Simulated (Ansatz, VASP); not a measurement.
# Cross-check of La12Hf19O56 (amorphous 76HfO2-24La2O3 (mol %)) between VASP and Ansatz

Wanted: the spread between two codes on one cell, functional and k mesh. Of the first pair: The structure shown is the start of the Ansatz relaxation below; VASP solves that cell, so the two are compared at the walk's first step.

Program: Ansatz 0.2.0. Level of theory: plane waves, with VASP 6.6.1 beside it; single point at PBE. Results are calculated unless marked as measured.

**1. The starting structure**

The cell holds 87 atoms: 19 Hf, 12 La and 56 O. Its edges and angles: a = 11.054 Å, b = 11.054 Å, c = 11.054 Å, α = 90.0°, β = 90.0°, γ = 90.0°. As first built, before any earlier steps moved the atoms (in the runner's words): 87 atoms (19 Zr, 12 Nd, 56 O) placed at random at 5.36 g/cm^3, melted at 5000 K for 10 ps at fixed volume with the Morse and Coulomb pair potential with partial charges (Pedone, Malavasi, Menziani, Cormack and Segre, J. Phys. Chem. B 110, 11780 (2006)). Quenched from 5000 K to 300 K at 50 K/ps and fixed volume, held 5 ps, then minimised at fixed cell. Then Zr was replaced by Hf, Nd was replaced by La (the potential has no terms for the new elements, so the cell is a start for a DFT relaxation).

**2. Ansatz: relaxation, PBE**

Ansatz runs on its default PAW (the set named soft_2) files.

The two programs are compared at the cell with which this relaxation starts, whose forces are those of its first step.

input.yaml

```yaml
crystal:
  lattice:
    - [11.0542, 0.0, 0.0]
    - [0.0, 11.0542, 0.0]
    - [0.0, 0.0, 11.0542]
  atoms:
    - { symbol: Hf, position: [0.77814, 0.17082, 0.34326] }
    - { symbol: Hf, position: [0.47132, 0.98029, 0.54297] }
    - { symbol: Hf, position: [0.58886, 0.47441, 0.57436] }
    - { symbol: Hf, position: [0.09359, 0.32809, 0.33879] }
    - { symbol: Hf, position: [0.58128, 0.34114, 0.11719] }
    - { symbol: Hf, position: [0.88926, 0.50793, 0.58553] }
    - { symbol: Hf, position: [0.27268, 0.15707, 0.07813] }
    - { symbol: Hf, position: [0.79779, 0.85879, 0.16819] }
    - { symbol: Hf, position: [0.38446, 0.62455, 0.83751] }
    - { symbol: Hf, position: [0.77135, 0.32863, 0.84006] }
    - { symbol: Hf, position: [0.08643, 0.68384, 0.34902] }
    - { symbol: Hf, position: [0.66938, 0.75582, 0.73296] }
    - { symbol: Hf, position: [0.64769, 0.57564, 0.31347] }
    - { symbol: Hf, position: [0.38906, 0.70153, 0.54789] }
    - { symbol: Hf, position: [0.43802, 0.28167, 0.36631] }
    - { symbol: Hf, position: [0.63287, 0.60456, 0.0195] }
    - { symbol: Hf, position: [0.00864, 0.22915, 0.60947] }
    - { symbol: Hf, position: [0.10405, 0.41743, 0.86603] }
    - { symbol: Hf, position: [0.68227, 0.16626, 0.61422] }
    - { symbol: La, position: [0.88653, 0.96084, 0.82814] }
    - { symbol: La, position: [0.58906, 0.05238, 0.96157] }
    - { symbol: La, position: [0.42758, 0.82787, 0.20517] }
    - { symbol: La, position: [0.84978, 0.86603, 0.46717] }
    - { symbol: La, position: [0.13732, 0.79458, 0.04357] }
    - { symbol: La, position: [0.08706, 0.72932, 0.66399] }
    - { symbol: La, position: [0.9698, 0.16459, 0.08616] }
    - { symbol: La, position: [0.20004, 0.01862, 0.79007] }
    - { symbol: La, position: [0.37548, 0.2869, 0.73588] }
    - { symbol: La, position: [0.21203, 0.01322, 0.3911] }
    - { symbol: La, position: [0.91557, 0.545, 0.09772] }
    - { symbol: La, position: [0.27827, 0.50954, 0.1321] }
    - { symbol: O, position: [0.93984, 0.33135, 0.94047] }
    - { symbol: O, position: [0.14179, 0.27776, 0.73913] }
    - { symbol: O, position: [0.06974, 0.8621, 0.4226] }
    - { symbol: O, position: [0.05984, 0.50742, 0.2654] }
    - { symbol: O, position: [0.74715, 0.73811, 0.31428] }
    - { symbol: O, position: [0.28355, 0.47023, 0.82709] }
    - { symbol: O, position: [0.3732, 0.1254, 0.91811] }
    - { symbol: O, position: [0.92355, 0.26697, 0.27223] }
    - { symbol: O, position: [0.40266, 0.84712, 0.42167] }
    - { symbol: O, position: [0.87193, 0.9812, 0.0414] }
    - { symbol: O, position: [0.62688, 0.23301, 0.43971] }
    - { symbol: O, position: [0.68979, 0.2073, 0.18662] }
    - { symbol: O, position: [0.97697, 0.75957, 0.19976] }
    - { symbol: O, position: [0.6425, 0.33848, 0.69231] }
    - { symbol: O, position: [0.72473, 0.59022, 0.65641] }
    - { symbol: O, position: [0.74458, 0.49728, 0.91324] }
    - { symbol: O, position: [0.20038, 0.32682, 0.01638] }
    - { symbol: O, position: [0.67692, 0.90828, 0.83953] }
    - { symbol: O, position: [0.88077, 0.34793, 0.68903] }
    - { symbol: O, position: [0.5092, 0.11743, 0.66979] }
    - { symbol: O, position: [0.40548, 0.10488, 0.41323] }
    - { symbol: O, position: [0.78092, 0.71408, 0.04809] }
    - { symbol: O, position: [0.84866, 0.16987, 0.51813] }
    - { symbol: O, position: [0.12273, 0.18682, 0.46695] }
    - { symbol: O, position: [0.63589, 0.26535, 0.95514] }
    - { symbol: O, position: [0.66208, 0.99964, 0.52089] }
    - { symbol: O, position: [0.77245, 0.14586, 0.78044] }
    - { symbol: O, position: [0.83879, 0.81589, 0.67184] }
    - { symbol: O, position: [0.2925, 0.7302, 0.71348] }
    - { symbol: O, position: [0.3264, 0.70887, 0.99049] }
    - { symbol: O, position: [0.4268, 0.23742, 0.16532] }
    - { symbol: O, position: [0.46395, 0.56984, 0.67589] }
    - { symbol: O, position: [0.09186, 0.56028, 0.9938] }
    - { symbol: O, position: [0.71502, 0.48761, 0.15435] }
    - { symbol: O, position: [0.29427, 0.98148, 0.61054] }
    - { symbol: O, position: [0.12864, 0.0747, 0.98015] }
    - { symbol: O, position: [0.48949, 0.47737, 0.0187] }
    - { symbol: O, position: [0.83026, 0.99587, 0.29885] }
    - { symbol: O, position: [0.22888, 0.70618, 0.22618] }
    - { symbol: O, position: [0.52498, 0.81503, 0.62826] }
    - { symbol: O, position: [0.21841, 0.65608, 0.48471] }
    - { symbol: O, position: [0.53734, 0.41921, 0.28573] }
    - { symbol: O, position: [0.52865, 0.61108, 0.45392] }
    - { symbol: O, position: [0.61814, 0.91818, 0.13011] }
    - { symbol: O, position: [0.95716, 0.65361, 0.48875] }
    - { symbol: O, position: [0.74052, 0.48026, 0.45419] }
    - { symbol: O, position: [0.0731, 0.84314, 0.84698] }
    - { symbol: O, position: [0.00992, 0.39035, 0.49762] }
    - { symbol: O, position: [0.54614, 0.66058, 0.1775] }
    - { symbol: O, position: [0.29744, 0.98312, 0.1565] }
    - { symbol: O, position: [0.27654, 0.3733, 0.31912] }
    - { symbol: O, position: [0.56028, 0.68336, 0.86897] }
    - { symbol: O, position: [0.02034, 0.53843, 0.73132] }
    - { symbol: O, position: [0.44071, 0.35949, 0.5388] }
    - { symbol: O, position: [0.14581, 0.1839, 0.21754] }
    - { symbol: O, position: [0.01577, 0.06109, 0.69322] }
kpoints:
  mp_grid: { grid: [1, 1, 1] }
hamiltonian:
  xc: pbe
scf:
  occupations: { method: fermi_dirac, width: 0.025 }
output:
  forces: true
relax:
  f_tol: 0.04
  max_steps: 250
  cell: {}
```

Launch:

```
$ ansatz run input.yaml --threads 4 --pin off --max-ram 8192MiB --backend cpu --events-out ev --progress --plain --runs-dir out
```

Numbers of over 12 decimals in the logs are rounded to 6 here.

Log:

```text
Engine: ansatz 0.2.0, aarch64-unknown-linux-gnu
Pseudopotentials: kind: paw
Pseudopotential: Hf, paw, valence charge 26, recommended cutoff 420 eV (normal), Hf.paw.azcp
Pseudopotential: La, paw, valence charge 11, recommended cutoff 420 eV (normal), La.paw.azcp
Pseudopotential: O, paw, valence charge 6, recommended cutoff 420 eV (normal), O.paw.azcp
Functional definition: PBE
  parameter kappa = 0.804
  parameter beta = 0.066725
  exchange = pbe_x(kappa = kappa, mu = beta*pi^2/3)
  correlation = pbe_c(beta = beta)
Crystal: 87 atoms, lattice volume = 1350.772 Å³
Basis set: ecut = 420 eV, 26529 PW (Γ), exchange–correlation on 150×150×150 points (8 copies of the dense FFT grid, shifted against one another)
Bands: 578, of which v1, the nominal top of the filled ones, is band 481 counted from 1 (480 counted from 0)
Symmetry: 1 space group operations
Space group: P1 (ITA 1), of the structure as read, at distance tolerance 1.1e-4 Å
k-points: 1
Non-local potential: Hf, projectors of the file, l = 0: 3, l = 1: 2, l = 2: 2, l = 3: 3
Non-local potential: La, projectors of the file, l = 0: 3, l = 1: 2, l = 2: 2, l = 3: 3
Non-local potential: O, projectors of the file, l = 0: 2, l = 1: 2, l = 2: 1
PAW form: soft (Blöchl's): semilocal exchange-correlation on the pseudo side does not see the compensation charge
PAW one-centre angular grid: Hf, 590 points (default); XC on 64 Gauss nodes
PAW one-centre angular grid: La, 590 points (default); XC on 64 Gauss nodes
PAW one-centre angular grid: O, 110 points (default); XC on 64 Gauss nodes
Initial density: superposition of atomic densities (neutral atoms: chi_scale 0, normalization atom), corrected by the library's trained network
Initial wavefunctions: pseudopotential atomic-orbital guess
Functional: x = pbe(κ = 0.804, μ = 0.219515), c = pbe(β = 0.066725)
SCF iter   1: F=—  HF=-405634.524078 eV  |F-HF|=—  |Δ(HF+E_count)|=         —  Δρ=3.58e-3  dr2=3.20e-1  ethr=1.77e-3  ⟨swp⟩=5.0  Hψ=2086  notcnv=0  defer=25
preconditioner: auto → Resta (q_TF=auto, 2.578 Å⁻¹)  ε∞=4.8  [insulator: Δε(μ)=3.596 eV  Ē_g=15.744 eV  σ=0.025 eV  W_gap=1.00  n_scr=388 (ndim 8)  ℏωp=30.7 eV  f_vac=0.116  D(μ)=0.00/eV (n_scr^D=0)  ε∞_Penn≈4.8]
SCF iter   2: F=—  HF=-405634.493063 eV  |F-HF|=—  |Δ(HF+E_count)|=   3.10e-2  Δρ=1.88e-3  dr2=7.18e-2  ethr=3.32e-5  ⟨swp⟩=3.0  Hψ=1076  notcnv=0  defer=88
SCF iter   3: F=—  HF=-405634.489035 eV  |F-HF|=—  |Δ(HF+E_count)|=   4.03e-3  Δρ=9.11e-4  dr2=1.95e-2  ethr=7.47e-6  ⟨swp⟩=4.0  Hψ=1343  notcnv=0  defer=88
SCF iter   4: F=—  HF=-405634.487400 eV  |F-HF|=—  |Δ(HF+E_count)|=   1.63e-3  Δρ=2.99e-4  dr2=1.59e-3  ethr=2.03e-6  ⟨swp⟩=4.0  Hψ=840  notcnv=0  defer=88
SCF iter   5: F=—  HF=-405634.487836 eV  |F-HF|=—  |Δ(HF+E_count)|=   4.36e-4  Δρ=1.97e-4  dr2=5.24e-4  ethr=1.65e-7  ⟨swp⟩=3.0  Hψ=981  notcnv=0  defer=88
SCF iter   6: F=—  HF=-405634.487815 eV  |F-HF|=—  |Δ(HF+E_count)|=   2.18e-5  Δρ=5.53e-5  dr2=5.26e-5  ethr=5.45e-8  ⟨swp⟩=2.0  Hψ=971  notcnv=0  defer=88
SCF iter   7: F=—  HF=-405634.484938 eV  |F-HF|=—  |Δ(HF+E_count)|=   2.88e-3  Δρ=3.19e-5  dr2=1.67e-5  ethr=5.47e-9  ⟨swp⟩=2.0  Hψ=1056  notcnv=0  defer=88
SCF iter   8: F=—  HF=-405634.484949 eV  |F-HF|=—  |Δ(HF+E_count)|=   1.08e-5  Δρ=2.32e-5  dr2=7.11e-6  ethr=1.73e-9  ⟨swp⟩=2.0  Hψ=958  notcnv=0  defer=88
SCF iter   9: F=—  HF=-405634.484951 eV  |F-HF|=—  |Δ(HF+E_count)|=   1.53e-6  Δρ=4.77e-6  dr2=5.38e-7  ethr=7.39e-10  ⟨swp⟩=2.0  Hψ=883  notcnv=0  defer=88
SCF iter  10: F=—  HF=-405634.484951 eV  |F-HF|=—  |Δ(HF+E_count)|=   6.71e-7  Δρ=3.77e-6  dr2=2.06e-7  ethr=5.59e-11  ⟨swp⟩=2.0  Hψ=971  notcnv=0  defer=88
SCF iter  11: F=-405634.484951 eV  HF=-405634.484951 eV  |F-HF|=3.05e-8  |Δ(HF+E_count)|=   7.75e-8  Δρ=2.31e-6  dr2=7.28e-8  ethr=1.04e-11  ⟨swp⟩=4.0  Hψ=2024  notcnv=0
SCF 1 converged in 11 iterations: F = -405634.484951 eV  dr2 = 7.28e-8
  greatest PAW one-centre occupation: 0.999 electrons in one spin orbital (limit 2), on the Hf atom at site 6 (counted from 0), in its partial waves of l = 0
relax step   1: F+E_penalty+E_count = -405634.48495129 eV  Δ(F+E_penalty+E_count) = +0.000e0 eV  max|allowed force component| = 1.246e0 eV/Å  Δτ_max = 0.0000 Å  P = -4.001 GPa  Ω = 1350.772 Å³  (11 SCF iters, dr2 threshold 1.00e-7 eV, accepted)
Crystal: 87 atoms, lattice volume = 1284.222 Å³
Basis set: ecut = 420 eV, 25063 PW (Γ), exchange–correlation on 150×150×150 points (8 copies of the dense FFT grid, shifted against one another)
Initial density: handed on by an earlier stage of this run
Initial wavefunctions: those handed on with the density
iter 1 solved again at ethr=1.67e-4 eV; its pass at ethr=3.10e-3 eV (dr2=1.61e0 eV) is discarded
SCF iter   1: F=—  HF=-405636.698007 eV  |F-HF|=—  |Δ(HF+E_count)|=         —  Δρ=1.29e-2  dr2=1.64e0  ethr=1.67e-4  ⟨swp⟩=10.0  Hψ=2972  notcnv=0
[...]
atom  70  O      0.00368519    -0.01083851    -0.00686881
  atom  71  O      0.00332007     0.00309598     0.00023320
  atom  72  O      0.01102488    -0.00428376     0.00309343
  atom  73  O     -0.00478800     0.00009309    -0.00294517
  atom  74  O      0.00282910    -0.00076204    -0.00171555
  atom  75  O      0.00279602     0.00200296    -0.00486062
  atom  76  O     -0.00555559    -0.00520500     0.00158219
  atom  77  O     -0.00629312    -0.00535795    -0.00126131
  atom  78  O      0.01128046    -0.00681566    -0.00890966
  atom  79  O      0.00311242    -0.00373346    -0.00435099
  atom  80  O      0.00014832    -0.00251938    -0.01038454
  atom  81  O      0.00564659     0.00691282    -0.00110865
  atom  82  O      0.00403999    -0.00101472     0.00322478
  atom  83  O      0.00771072    -0.01325384     0.00855769
  atom  84  O     -0.00014958    -0.01090341     0.01100532
  atom  85  O      0.00096075    -0.00113426     0.00087441
  atom  86  O     -0.00244821    -0.00568083    -0.00195279
  atom  87  O     -0.00693769    -0.00273272     0.00346939
  max |Σ_I F_I| component: 3.27e-6 eV/Å
--- Stress (GPa, compression-positive) ---
       -0.022733       0.005768      -0.004111
        0.005768      -0.041396       0.002508
       -0.004111       0.002508      -0.025115
  P = ⅓ Tr σ = -0.0297 GPa (-0.297 kbar)
--- Relaxed structure (16 steps of the walk, 15 accepted, 2 SCFs on fresh bases) ---
  F+E_penalty+E_count = -405638.31884275 eV   max|allowed force component| = 2.559e-2 eV/Å   (the final SCF, on the basis selected at the relaxed cell)
  cell:  # Å, volume = 1284.8691 Å³
    - [11.025170, 0.361837, -0.140849]
    - [0.361837, 10.579559, 0.056274]
    - [-0.140849, 0.056274, 11.030075]
  atoms:
    - { symbol: Hf, position: [0.785882, 0.197893, 0.348873] }
    - { symbol: Hf, position: [0.484944, 0.996125, 0.552844] }
    - { symbol: Hf, position: [0.591490, 0.458988, 0.570916] }
    - { symbol: Hf, position: [0.091775, 0.314198, 0.334439] }
    - { symbol: Hf, position: [0.574686, 0.348803, 0.112744] }
    - { symbol: Hf, position: [0.880584, 0.502289, 0.571201] }
    - { symbol: Hf, position: [0.278545, 0.146928, 0.063574] }
    - { symbol: Hf, position: [0.805558, 0.866002, 0.159352] }
    - { symbol: Hf, position: [0.380501, 0.613017, 0.844683] }
    - { symbol: Hf, position: [0.767908, 0.346262, 0.846143] }
    - { symbol: Hf, position: [0.091216, 0.679290, 0.352730] }
    - { symbol: Hf, position: [0.668843, 0.744231, 0.731624] }
    - { symbol: Hf, position: [0.627696, 0.600281, 0.310257] }
    - { symbol: Hf, position: [0.386133, 0.701332, 0.553350] }
    - { symbol: Hf, position: [0.450257, 0.285992, 0.356718] }
    - { symbol: Hf, position: [0.619912, 0.628667, 0.020748] }
    - { symbol: Hf, position: [0.014889, 0.210749, 0.611291] }
    - { symbol: Hf, position: [0.098627, 0.412216, 0.872671] }
    - { symbol: Hf, position: [0.704436, 0.171014, 0.627267] }
    - { symbol: La, position: [0.895872, 0.938123, 0.820434] }
    - { symbol: La, position: [0.592010, 0.064904, 0.915174] }
    - { symbol: La, position: [0.502603, 0.911068, 0.243453] }
    - { symbol: La, position: [0.852223, 0.882129, 0.467184] }
    - { symbol: La, position: [0.131741, 0.808915, 0.055726] }
    - { symbol: La, position: [0.096600, 0.686420, 0.677113] }
    - { symbol: La, position: [0.968818, 0.155971, 0.077820] }
    - { symbol: La, position: [0.220110, -0.014102, 0.786433] }
    - { symbol: La, position: [0.361424, 0.275647, 0.705947] }
    - { symbol: La, position: [0.215123, 0.00421754, 0.376993] }
    - { symbol: La, position: [0.911204, 0.533098, 0.108297] }
    - { symbol: La, position: [0.286417, 0.504736, 0.141841] }
    - { symbol: O, position: [0.938318, 0.332313, 0.937149] }
    - { symbol: O, position: [0.140597, 0.262914, 0.740505] }
    - { symbol: O, position: [0.066593, 0.865343, 0.414933] }
    - { symbol: O, position: [0.073732, 0.498410, 0.268597] }
    - { symbol: O, position: [0.713456, 0.776098, 0.317544] }
    - { symbol: O, position: [0.260701, 0.477669, 0.808013] }
    - { symbol: O, position: [0.368248, 0.110745, 0.903551] }
    - { symbol: O, position: [0.909395, 0.287477, 0.253495] }
    - { symbol: O, position: [0.388154, 0.861759, 0.444238] }
    - { symbol: O, position: [0.914425, 0.947713, 0.040894] }
    - { symbol: O, position: [0.655256, 0.285235, 0.480457] }
    - { symbol: O, position: [0.629135, 0.229129, 0.255180] }
    - { symbol: O, position: [0.962892, 0.743684, 0.214907] }
    - { symbol: O, position: [0.617427, 0.336582, 0.721574] }
    - { symbol: O, position: [0.719921, 0.564088, 0.665858] }
    - { symbol: O, position: [0.740115, 0.511773, 0.925042] }
    - { symbol: O, position: [0.187603, 0.319115, 0.019211] }
    - { symbol: O, position: [0.693306, 0.887374, 0.843734] }
    - { symbol: O, position: [0.854704, 0.320574, 0.671918] }
    - { symbol: O, position: [0.540529, 0.110562, 0.694454] }
    - { symbol: O, position: [0.443411, 0.095057, 0.390391] }
    - { symbol: O, position: [0.775711, 0.714212, 0.055682] }
    - { symbol: O, position: [0.863470, 0.129489, 0.513975] }
    - { symbol: O, position: [0.128401, 0.179501, 0.470183] }
[...]
- { symbol: O, position: [0.530751, 0.699982, 0.170552] }
    - { symbol: O, position: [0.316281, 0.984018, 0.169586] }
    - { symbol: O, position: [0.274828, 0.336542, 0.314453] }
    - { symbol: O, position: [0.544347, 0.701045, 0.865889] }
    - { symbol: O, position: [-0.00174617, 0.514187, 0.727138] }
    - { symbol: O, position: [0.431676, 0.351469, 0.525770] }
    - { symbol: O, position: [0.129513, 0.161595, 0.216211] }
    - { symbol: O, position: [0.033151, 0.033521, 0.683906] }
```

In the SCF lines HF is the Harris–Foulkes energy and dr2 the Hartree energy of the density residual, in eV; the loop may stop once dr2 is under the threshold and the program's other checks hold. Hψ counts applications of the Hamiltonian.

(Continued in part 2 of 3.)

[Lines on the potential files, build, host, timing and source positions are cut from VASP's logs without a mark.]

[Logs are printed without paths, hosts, clocks, repeated set-up lines and the standing remarks that a program may print on its own settings, such as how far it seeks lower states.]

[Hosts, paths, dates, database ids (printed as entryN), source tags and the programs' standing remarks are cut or masked in the printed files.]
